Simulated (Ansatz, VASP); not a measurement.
# Al2GaAsP2: VASP beside Ansatz

Aim: how closely do two programs agree when they are given the same cell, functional and k mesh? The cell is generated by rule, not measured, and may not be a known phase. The cell is taken from a series of runs on this material, whose earlier steps may have relaxed, scaled, displaced or heated it; both programs get it as it stands.

Program: Ansatz 0.2.0. Level of theory: plane waves, with VASP 6.6.1 beside it; relaxation of cell and atoms at PBEsol. Results are calculated unless marked as measured.

The structure was built from a prototype and need not be the compound's stable phase.

## 1. Set-up

The structure is orthorhombic, space group Imm2 (No. 44). The conventional cell has a = 3.906 Å, b = 3.906 Å, c = 16.570 Å, α = 90.00°, β = 90.00°, γ = 90.00°. Nearest to Al lie 2 P at 2.39 Å and 2 As at 2.39 Å. Nearest to Al lie 4 P at 2.39 Å. Nearest to As lie 2 Ga at 2.39 Å and 2 Al at 2.39 Å. Nearest to Ga lie 2 As at 2.39 Å and 2 P at 2.39 Å. Nearest to P lie 4 Al at 2.39 Å. P has 2 Al at 2.39 Å and 2 Ga at 2.39 Å nearest. Farther neighbours are not listed.

## 2. Ansatz: relaxation of cell and atoms, PBEsol, pair 1

Ansatz runs on its default PAW (the set named soft_2) files.

The relaxed volume is the usual yardstick between codes: in a stiff, nearly cubic crystal its relative difference is about their pressure difference at one cell divided by the bulk modulus.

Contents of input.yaml:

```yaml
crystal:
  lattice:
    - [2.76167, 2.76167, 0.0]
    - [-2.76167, 2.76167, 0.0]
    - [2.76167, 0.0, 8.285]
  atoms:
    - { symbol: Al, position: [0.0, 0.0, 0.0] }
    - { symbol: Al, position: [0.333333, 0.666667, 0.333333] }
    - { symbol: As, position: [0.083333, 0.416667, 0.833333] }
    - { symbol: Ga, position: [0.666667, 0.333333, 0.666667] }
    - { symbol: P, position: [0.416667, 0.083333, 0.166667] }
    - { symbol: P, position: [0.75, 0.75, 0.5] }
kpoints:
  mp_grid: { grid: [6, 6, 6] }
hamiltonian:
  xc: pbesol
scf:
  occupations: { method: gaussian, width: 0.1 }
output:
  forces: true
  stress: true
  eigenvalues: true
relax:
  adjacent_minimum: "off"
  f_tol: 0.05
  max_steps: 80
  cell: { stress_tol: 0.5 }
```

On the command line:

```bash
> ansatz run input.yaml --threads 8 --pin off --max-ram 14336MiB --backend cpu --events-out ev --progress --plain --runs-dir out
```

Numbers of over 12 decimals in the logs are rounded to 6 here.

The log of the run:

```text
Warning: the atoms were moved onto the symmetric positions of the space group found under crystal.symmetry.tolerance 1.0e-5 (fractional; no operation is sought that the atoms, as they stand in a round, miss by more than twice it, and no atom is moved by as much as it), and the run uses the moved positions. Before a round's move an operation carried an atom to 5.52e-6 Å from where it should land, the largest such dist [...]
The last accepted step is kept in <dir> (removed where the run ends without a failure and the disk answers)
Engine: ansatz 0.2.0, aarch64-unknown-linux-gnu
Pseudopotentials: kind: paw
Pseudopotential: Al, paw, valence charge 3, recommended cutoff 420 eV (normal), Al.paw.azcp
Pseudopotential: As, paw, valence charge 15, recommended cutoff 420 eV (normal), As.paw.azcp
Pseudopotential: Ga, paw, valence charge 13, recommended cutoff 420 eV (normal), Ga.paw.azcp
Pseudopotential: P, paw, valence charge 5, recommended cutoff 420 eV (normal), P.paw.azcp
Functional definition: PBEsol
  exchange = pbesol_x
  correlation = pbesol_c
Crystal: 6 atoms, lattice volume = 126.376 Å³
Basis set: ecut = 420 eV, 2527 PW (Γ), exchange–correlation on 54×54×120 points (8 copies of the dense FFT grid, shifted against one another)
Bands: 28, of which v1, the nominal top of the filled ones, is band 22 counted from 1 (21 counted from 0)
Symmetry: 4 space group operations
Space group: Imm2 (ITA 44), of the structure as read, at distance tolerance 5.0e-5 Å
k-points: 46 of 216 (time reversal used)
Non-local potential: Al, projectors of the file, l = 0: 2, l = 1: 2, l = 2: 1
Non-local potential: As, projectors of the file, l = 0: 2, l = 1: 2, l = 2: 3, l = 3: 1
Non-local potential: Ga, projectors of the file, l = 0: 2, l = 1: 2, l = 2: 3, l = 3: 1
Non-local potential: P, projectors of the file, l = 0: 2, l = 1: 2, l = 2: 2
PAW form: soft (Blöchl's): semilocal exchange-correlation on the pseudo side does not see the compensation charge
PAW frozen core: Al, regenerated for the run's functional, and the local potential with it (the file was generated under x = pbe(κ = 0.804, μ = 0.219515), c = pbe(β = 0.066725))
PAW frozen core: As, regenerated for the run's functional, and the local potential with it (the file was generated under x = pbe(κ = 0.804, μ = 0.219515), c = pbe(β = 0.066725))
PAW frozen core: Ga, regenerated for the run's functional, and the local potential with it (the file was generated under x = pbe(κ = 0.804, μ = 0.219515), c = pbe(β = 0.066725))
PAW frozen core: P, regenerated for the run's functional, and the local potential with it (the file was generated under x = pbe(κ = 0.804, μ = 0.219515), c = pbe(β = 0.066725))
PAW one-centre angular grid: Al, 110 points (default); XC on 64 Gauss nodes
PAW one-centre angular grid: As, 590 points (default); XC on 64 Gauss nodes
PAW one-centre angular grid: Ga, 590 points (default); XC on 64 Gauss nodes
PAW one-centre angular grid: P, 110 points (default); XC on 64 Gauss nodes
Initial density: superposition of atomic densities (neutral atoms: chi_scale 0, normalization atom), corrected by the library's trained network
Initial wavefunctions: pseudopotential atomic-orbital guess
Functional: x = pbesol(κ = 0.804, μ = 0.123457), c = pbesol(β = 0.046)
SCF iter   1: F=—  HF=-11088.181943 eV  |F-HF|=—  |Δ(HF+E_count)|=         —  Δρ=3.62e-3  dr2=3.41e-2  ethr=1.77e-3  ⟨swp⟩=7.0  Hψ=6609  notcnv=0
preconditioner: auto → Resta (q_TF=auto, 2.288 Å⁻¹)  ε∞=3.9  [insulator: Δε(μ)=1.352 eV  Ē_g=11.294 eV  σ=0.100 eV  W_gap=1.00  n_scr=26 (ndim 8)  ℏωp=19.3 eV  f_vac=0.000  D(μ)=0.00/eV (n_scr^D=0)  ε∞_Penn≈3.9]
SCF iter   2: F=—  HF=-11088.170325 eV  |F-HF|=—  |Δ(HF+E_count)|=   1.16e-2  Δρ=1.72e-3  dr2=6.19e-3  ethr=7.75e-5  ⟨swp⟩=2.0  Hψ=1970  notcnv=0  defer=3
SCF iter   3: F=—  HF=-11088.169216 eV  |F-HF|=—  |Δ(HF+E_count)|=   1.11e-3  Δρ=5.70e-4  dr2=6.15e-4  ethr=1.41e-5  ⟨swp⟩=2.0  Hψ=1956  notcnv=0  defer=3
SCF iter   4: F=—  HF=-11088.169286 eV  |F-HF|=—  |Δ(HF+E_count)|=   7.03e-5  Δρ=3.19e-4  dr2=1.36e-4  ethr=1.40e-6  ⟨swp⟩=2.0  Hψ=1991  notcnv=0  defer=3
SCF iter   5: F=—  HF=-11088.169210 eV  |F-HF|=—  |Δ(HF+E_count)|=   7.61e-5  Δρ=9.85e-5  dr2=1.13e-5  ethr=3.08e-7  ⟨swp⟩=2.0  Hψ=2001  notcnv=0  defer=3
SCF iter   6: F=—  HF=-11088.169239 eV  |F-HF|=—  |Δ(HF+E_count)|=   2.91e-5  Δρ=1.88e-5  dr2=4.77e-7  ethr=2.57e-8  ⟨swp⟩=2.0  Hψ=1764  notcnv=0  defer=3
SCF iter   7: F=-11088.169239 eV  HF=-11088.169239 eV  |F-HF|=1.37e-8  |Δ(HF+E_count)|=   3.79e-7  Δρ=4.11e-6  dr2=3.85e-8  ethr=2.27e-10  ⟨swp⟩=11.2  Hψ=7203  notcnv=0
SCF 1 converged in 7 iterations: F = -11088.169239 eV  dr2 = 3.85e-8
  greatest PAW one-centre occupation: 0.999 electrons in one spin orbital (limit 2), on the As atom at site 2 (counted from 0), in its partial waves of l = 2
relax step   1: F+E_penalty+E_count = -11088.16923940 eV  Δ(F+E_penalty+E_count) = +0.000e0 eV  max|allowed force component| = 7.482e-1 eV/Å  Δτ_max = 0.0000 Å  P = +0.398 GPa  Ω = 126.376 Å³  (7 SCF iters, dr2 threshold 1.00e-7 eV, accepted)
[...]
relax step   2: F+E_penalty+E_count = -11088.21844265 eV  Δ(F+E_penalty+E_count) = -4.920e-2 eV  max|allowed force component| = 3.931e-2 eV/Å  Δτ_max = 0.0685 Å  P = -0.038 GPa  Ω = 126.871 Å³  energy of the carried Pulay correction = -9.968e-5 eV  (7 SCF iters, dr2 threshold 6.00e-7 eV, accepted)
[...]
relax step   3: F+E_penalty+E_count = -11088.21854541 eV  Δ(F+E_penalty+E_count) = -1.028e-4 eV  max|allowed force component| = 3.927e-2 eV/Å  Δτ_max = 0.0000 Å  P = -0.036 GPa  Ω = 126.871 Å³  stress off target by 4.82e-2 GPa  SCF on the basis re-selected at this cell (its energy is not comparable with the rows above)  (4 SCF iters)
basis re-selected at this cell: Δ(F+E_penalty+E_count) = -1.028e-4 eV, ΔP = +0.002 GPa vs the last step (what re-selecting the basis moved, of the pressure what is left beyond the Pulay correction that the steps carried, after the strain that the cell walked since its last selection, with what the two solves' SCF thresholds leave and, on support functions, any second-order correction that the steps lacked; it is no m [...]
SCF converged after 4 iterations
Free energy (F): -11088.218545 eV
Harris-Foulkes:  -11088.218545 eV  (|F-HF|=1.84e-8)
Internal energy: -11088.218545 eV  (E = F + TS)
E sigma→0 (E₀):  -11088.218545 eV
Fermi energy:    6.775294 eV
--- Per-component energies (eV) ---
  E_band       = -334.681796
  E_kinetic    = 406.261088
  E_local      = -5616.901613  (includes V_loc(G=0)·N_el)
  E_nonlocal   = -152.522076
  E_hartree    = 2774.832085
  E_xc         = -348.058780
  E_vxc        = -317.168573  (∫ρ·V_xc dr)
  E_paw        = -5761.182514  (= ΣΔE_a)
  E_vpaw       = -204.014819  (= ΣTr[D̂ρ^β])
  E_aug_tail   = -0.000112  (compensation charges beyond the density's cutoff)
  E_ewald      = -2392.606502
  E_core_change = 1.959877  (= ΣΔE_core)
  E_smearing   = -0.000000  (= −TS)
  E_closure    = -0.000000  (closes the sum)
  Σ components = -11088.218545   (vs F -11088.218545, Δ=0.00e0)
--- Forces (eV/Å), atoms counted from 1 ---
  atom   1  Al     0.00000000     0.00000000    -0.03927106
  atom   2  Al    -0.00000000     0.00000000     0.00782306
  atom   3  As     0.00000000    -0.00000000     0.00435458
  atom   4  Ga     0.00000000     0.00000000     0.01054464
  atom   5  P     -0.00000000    -0.00000000    -0.01934561
  atom   6  P      0.00000000     0.00000000     0.03589522
  max |Σ_I F_I| component: 8.31e-7 eV/Å
--- Stress (GPa, compression-positive) ---
       -0.030164       0.005218       0.000000
        0.005218      -0.030164      -0.000000
        0.000000      -0.000000      -0.048151
  P = ⅓ Tr σ = -0.0362 GPa (-0.362 kbar)
--- Band table (eV; the first three rows and the last of 46) ---
  k-point 0: bands = [... 18 lower, 4.2580, 6.0320, 6.1058, 6.1078, 7.6241, 8.0653, 8.3883, 8.9547, ... 2 higher]
  k-point 1: bands = [... 18 lower, 4.4330, 5.6617, 5.9874, 5.9883, 7.6290, 8.1161, 8.4677, 8.9471, ... 2 higher]
  k-point 2: bands = [... 18 lower, 4.7554, 4.9313, 5.6980, 5.7094, 7.5255, 8.1019, 8.6793, 9.5295, ... 2 higher]
  k-point 45: bands = [... 18 lower, 3.2970, 3.3794, 3.6239, 3.6599, 7.6586, 8.3040, 8.4331, 9.1827, ... 2 higher]
--- Relaxed structure (2 steps of the walk, 2 accepted, 1 SCFs on fresh bases) ---
  F+E_penalty+E_count = -11088.21854541 eV   max|allowed force component| = 3.927e-2 eV/Å   (the final SCF, on the basis selected at the relaxed cell)
  cell:  # Å, volume = 126.8711 Å³
    - [2.769074, 2.769074, 0]
    - [-2.767882, 2.767882, 0]
    - [2.768478, 0.000595929, 8.276574]
  atoms:
    - { symbol: Al, position: [-0.00401929, 0.00401929, 0.00803858] }
    - { symbol: Al, position: [0.333085, 0.666915, 0.333831] }
    - { symbol: As, position: [0.083557, 0.416443, 0.832886] }
    - { symbol: Ga, position: [0.670803, 0.329197, 0.658393] }
    - { symbol: P, position: [0.414462, 0.085538, 0.171076] }
    - { symbol: P, position: [0.752112, 0.747888, 0.495776] }
```

## 3. VASP: relaxation of cell and atoms, PBEsol, pair 1

The same cell, functional, mesh and smearing now go to VASP, with its own data sets.

Lines of VASP's logs that name or quote its potential files are left out, and so is its time.

Contents of INCAR:

```
SYSTEM = Al2GaAsP2
PREC = Accurate
ENCUT = 500
EDIFF = 1E-07
NELM = 120
ISMEAR = 0
SIGMA = 0.1
LREAL = .FALSE.
ALGO = Normal
GGA = PS
NBANDS = 23
LORBIT = 11
LWAVE = .FALSE.
LCHARG = .FALSE.
ISIF = 3
IBRION = 2
NSW = 80
EDIFFG = -0.005
LASPH = .TRUE.
GGA_COMPAT = .FALSE.
NELMIN = 4
EFERMI = MIDGAP
KPAR = 2
```

Contents of POSCAR:

```
Al2GaAsP2
1.0
    2.7616700000      2.7616700000      0.0000000000
   -2.7616700000      2.7616700000      0.0000000000
    2.7616700000      0.0000000000      8.2850000000
Al As Ga P
2 1 1 2
Direct
    0.0000000001      1.0000000000      0.0000000000
    0.3333334943      0.6666665057      0.3333330115
    0.0833334943      0.4166665057      0.8333330115
    0.6666665058      0.3333334942      0.6666669885
    0.4166665058      0.0833334942      0.1666669885
    0.7500000000      0.7500000000      0.5000000000
```

Contents of KPOINTS:

```
Automatic mesh
0
Gamma
6 6 6
0 0 0
```

Potentials, in the order of the species: Al, As, Ga_d and P (PBE family, release 64).

On the command line:

```bash
> mpirun -np 2 vasp_std
```

The log of the run:

```text
[banner, memory and clock lines left out]
running    2 mpi-ranks, on    1 nodes
 distrk:  each k-point on    1 cores,    2 groups
 distr:  one band on    1 cores,    1 groups

 POSCAR found type information on POSCAR AlAsGaP
 POSCAR found :  4 types and       6 ions
|                                                                             |
|               ----> ADVICE to this user running VASP <----                  |
|                                                                             |
|     You enforced a specific xc type in the INCAR file but a different       |
|     [... a line on the potential file left out ...]
|     I HOPE YOU KNOW WHAT YOU ARE DOING!                                     |
|                                                                             |

 LDA part: xc-table for (Slater+PW92), standard interpolation
 POSCAR, INCAR and KPOINTS ok, starting setup
 FFT: planning ... GRIDC
 FFT: planning ... GRID_SOFT
 FFT: planning ... GRID
 WAVECAR not read
 entering main loop
       N       E                     dE             d eps       ncg     rms          rms(c)
DAV:   1     0.193739465652E+03    0.19374E+03   -0.13840E+04  2123   0.150E+03
DAV:   2    -0.839535739402E+01   -0.20213E+03   -0.19172E+03  2410   0.352E+02
DAV:   3    -0.310361401044E+02   -0.22641E+02   -0.22009E+02  2587   0.963E+01
DAV:   4    -0.318313911015E+02   -0.79525E+00   -0.79210E+00  2879   0.198E+01
DAV:   5    -0.318510517611E+02   -0.19661E-01   -0.19653E-01  2659   0.279E+00    0.682E+00
DAV:   6    -0.310543403919E+02    0.79671E+00   -0.13388E+00  3027   0.132E+01    0.412E+00
DAV:   7    -0.309219500036E+02    0.13239E+00   -0.66993E-01  2590   0.389E+00    0.154E+00
DAV:   8    -0.309147454468E+02    0.72046E-02   -0.63214E-02  2907   0.262E+00    0.294E-01
DAV:   9    -0.309149793617E+02   -0.23391E-03   -0.48773E-03  2861   0.947E-01    0.112E-01
DAV:  10    -0.309150364762E+02   -0.57115E-04   -0.56770E-04  2653   0.150E-01    0.516E-02
DAV:  11    -0.309151167227E+02   -0.80246E-04   -0.13110E-04  2797   0.825E-02    0.188E-02
DAV:  12    -0.309151181716E+02   -0.14489E-05   -0.14238E-05  2747   0.273E-02    0.121E-02
DAV:  13    -0.309151194492E+02   -0.12776E-05   -0.37338E-06  2566   0.131E-02    0.315E-03
DAV:  14    -0.309151195129E+02   -0.63669E-07   -0.22539E-07  2182   0.435E-03
   1 F= -.30915120E+02 E0= -.30915120E+02  d E =-.309151E+02
[... from here on, the cycles between the ionic steps are left out ...]
   2 F= -.30953198E+02 E0= -.30953198E+02  d E =-.380785E-01
   3 F= -.30955586E+02 E0= -.30955586E+02  d E =-.404662E-01
   4 F= -.30965099E+02 E0= -.30965099E+02  d E =-.951357E-02
   5 F= -.30965430E+02 E0= -.30965430E+02  d E =-.984429E-02
   6 F= -.30967797E+02 E0= -.30967797E+02  d E =-.236686E-02
   7 F= -.30967802E+02 E0= -.30967802E+02  d E =-.237194E-02
   8 F= -.30967801E+02 E0= -.30967801E+02  d E =-.237071E-02
   9 F= -.30967809E+02 E0= -.30967809E+02  d E =-.859957E-05
 trial-energy change:   -0.000009  1 .order   -0.000009   -0.000014   -0.000003
 step:   1.3932(harm=  1.3932)  dis= 0.00041  next Energy=   -30.967810 (dE=-0.901E-05)
 bond charge predicted
       N       E                     dE             d eps       ncg     rms          rms(c)
DAV:   1    -0.309678103872E+02   -0.10386E-05   -0.48201E-05  2632   0.455E-02    0.510E-03
DAV:   2    -0.309678099683E+02    0.41895E-06   -0.23458E-06  3060   0.157E-02    0.286E-03
DAV:   3    -0.309678097109E+02    0.25740E-06   -0.43452E-07  2592   0.626E-03    0.748E-04
DAV:   4    -0.309678096873E+02    0.23550E-07   -0.98810E-08  1310   0.246E-03
  10 F= -.30967810E+02 E0= -.30967810E+02  d E =-.896589E-05
 curvature:  -0.72 expect dE=-0.398E-05 dE for cont linesearch -0.772E-09
 trial: gam= 0.22043 g(F)=  0.262E-05 g(S)=  0.289E-05 ort = 0.120E-06 (trialstep = 0.117E+01)
 search vector abs. value=  0.621E-05
 reached required accuracy - stopping structural energy minimisation
```

Parts of OUTCAR (step 3):

```text
ion  position               nearest neighbor table
   1  0.000  0.000  0.000-   3 2.39   5 2.39   3 2.39   5 2.39
   2  0.333  0.667  0.333-   5 2.39   5 2.39   6 2.39   6 2.39
   3  0.083  0.417  0.833-   4 2.39   4 2.39   1 2.39   1 2.39
   4  0.667  0.333  0.667-   3 2.39   3 2.39   6 2.39   6 2.39
   5  0.417  0.083  0.167-   2 2.39   2 2.39   1 2.39   1 2.39
   6  0.750  0.750  0.500-   4 2.39   2 2.39   2 2.39   4 2.39

  LATTYP: Found a body centered tetragonal cell.
 ALAT       =     3.9055911688
 C/A-ratio  =     4.2426355663

 Subroutine GETGRP returns: Found  4 space group operations
 (whereof  4 operations were pure point group operations)

The static configuration has the point symmetry C_2v.

 Found     46 irreducible k-points:

   k-points           NKPTS =     46   k-points in BZ     NKDIM =     46   number of bands    NBANDS=     23

   dimension x,y,z NGX =    28 NGY =   28 NGZ =   64
   dimension x,y,z NGXF=    56 NGYF=   56 NGZF=  128

   ENCUT  =  500.0 eV  36.75 Ry    6.06 a.u.   7.12  7.12 15.92*2*pi/ulx,y,z

   NELECT =      34.0000    total number of electrons

 k-points in reciprocal lattice and weights: Automatic mesh
   0.00000000  0.00000000  0.00000000       0.005
   0.16666667  0.00000000 -0.00000000       0.019
   0.00000000 -0.16666667 -0.00000000       0.019
   0.33333333  0.00000000 -0.00000000       0.019
   0.00000000 -0.33333333 -0.00000000       0.019
   0.50000000  0.00000000 -0.00000000       0.009
   0.00000000  0.50000000  0.00000000       0.009
   0.16666667  0.16666667  0.00000000       0.019
   0.33333333  0.16666667 -0.00000000       0.037
[...]
-0.16666667  0.16666667  0.33333333       0.019
   0.00000000  0.00000000  0.50000000       0.005

 average (electrostatic) potential at core
       1 -75.3561       2 -75.3588       3 -49.0128       4 -65.3248       5 -83.1342
       6 -83.3154

 E-fermi :   4.9637

 k-point     1 :       0.0000    0.0000    0.0000
  band No.  band energies     occupation
    ...
     13       2.4212      2.00000
     14       2.4428      2.00000
     15       4.2224      2.00000
     16       4.2954      2.00000
     17       4.2969      2.00000
     18       5.8131      0.00000
     19       6.2510      0.00000
     20       6.5805      0.00000
     21       7.1440      0.00000
     22       7.2664      0.00000
    ...

 k-point     2 :       0.1667    0.0000   -0.0000
  band No.  band energies     occupation
    ...
     13       2.2782      2.00000
     14       2.6306      2.00000
     15       2.7491      2.00000
     16       3.7552      2.00000
     17       4.2033      2.00000
     18       6.4390      0.00000
     19       6.7327      0.00000
     20       7.5012      0.00000
     21       8.0134      0.00000
     22       8.4753      0.00000
    ...

 k-point     3 :       0.0000   -0.1667   -0.0000
  band No.  band energies     occupation
    ...
     13       2.2327      2.00000
     14       2.6397      2.00000
     15       2.7723      2.00000
     16       3.7518      2.00000
     17       4.2042      2.00000
     18       6.3778      0.00000
     19       6.9719      0.00000
     20       7.3231      0.00000
     21       8.0146      0.00000
     22       8.4277      0.00000
    ...

  Total       -0.0058375     -0.0058375     -0.0162447      0.0036950      0.0000000      0.0000000
  in kB       -0.0736585     -0.0736585     -0.2049784      0.0466235      0.0000000      0.0000000
  external PRESSURE =      -0.1174318 kB  Pullay stress =       0.0000000 kB

  energy-cutoff  :      500.00
  volume of cell :      126.97
      direct lattice vectors                 reciprocal lattice vectors
     2.769447287  2.769447287 -0.000000000     0.180541440  0.180541440 -0.060387041
    -2.768630835  2.768630835  0.000000000    -0.180594680  0.180594680  0.060387041
     2.769039061  0.000408226  8.279922148     0.000000000  0.000000000  0.120774082

 POSITION                                       TOTAL-FORCE (eV/Angst)
 -----------------------------------------------------------------------------------
      2.76945      2.76945      0.06428         0.000000     -0.000000     -0.004326
      0.00041      2.76904      2.76513         0.000000      0.000000      0.000246
      1.38472      1.38472      6.89500        -0.000000      0.000000      0.002568
      2.76945      2.76945      5.45194         0.000000     -0.000000     -0.002600
      1.38472      1.38472      1.41468         0.000000     -0.000000     -0.000558
      1.38513      4.15376      4.10877        -0.000000      0.000000      0.004671
 -----------------------------------------------------------------------------------
    total drift:                               -0.000082     -0.000010      0.000966

  FREE ENERGIE OF THE ION-ELECTRON SYSTEM (eV)
  ---------------------------------------------------
  free  energy   TOTEN  =       -30.9678096873 eV

  energy  without entropy=      -30.9678096873  energy(sigma->0) =      -30.96780969

 reached required accuracy - stopping structural energy minimisation

 total charge
# of ion       s       p       d       tot
------------------------------------------
    1        0.399   0.379   0.000   0.778
    2        0.395   0.380   0.000   0.775
    3        1.201   1.659   0.028   2.888
    4        0.868   0.822  10.004  11.694
    5        1.009   1.570   0.000   2.579
    6        1.013   1.535   0.000   2.548
--------------------------------------------------
tot          4.886   6.344  10.033  21.263

[... 3 further parts left out ...]
```

The run keeps the 4 symmetry operations of its start, so it cannot find a distortion of lower symmetry.

(Part 1 of 2 ends here.)

[Lines on the potential files, build, host, timing and source positions are cut from VASP's logs without a mark.]

[Logs are printed without paths, hosts, clocks, repeated set-up lines and the standing remarks that a program may print on its own settings, such as how far it seeks lower states.]

[Hosts, paths, dates, database ids (printed as entryN), source tags and the programs' standing remarks are cut or masked in the printed files.]
